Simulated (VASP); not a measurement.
Data:

```
CdTe
1.0
    0.00000     3.23048     3.23048
    3.23048     0.00000     3.23048
    3.23048     3.23048     0.00000
Cd Te
1 1
Direct
  0.00000   0.00000   0.00000
  0.25000   0.25000   0.25000
```

Level of theory: AM05 GGA, VASP's PBE PAW potentials (set 64) (plane waves; VASP). Settings: 520 eV cut-off, 7×7×7 Γ-centred mesh, Gaussian smearing of 0.050 eV, potentials Cd Te.

Unless said otherwise, spin-orbit coupling is left out, though it shifts the bands of the heavy elements here.

**Question.** What does the run give for the energy per atom (σ→0), pressure, band gap (on the k-mesh) with the smallest direct gap where there is one?

**Answer.** 
```
Quantity                                      Value
-----------------------------------  --------------
band gap (on the k-mesh)                    0.77 eV
smallest direct gap (on the k-mesh)         0.77 eV
energy per atom (σ→0)                -2.491 eV/atom
pressure                                   1.25 GPa
```

The compound is CdTe in the zinc blende structure. This cell is one point of a volume scan, at 0.97 of the reference volume.
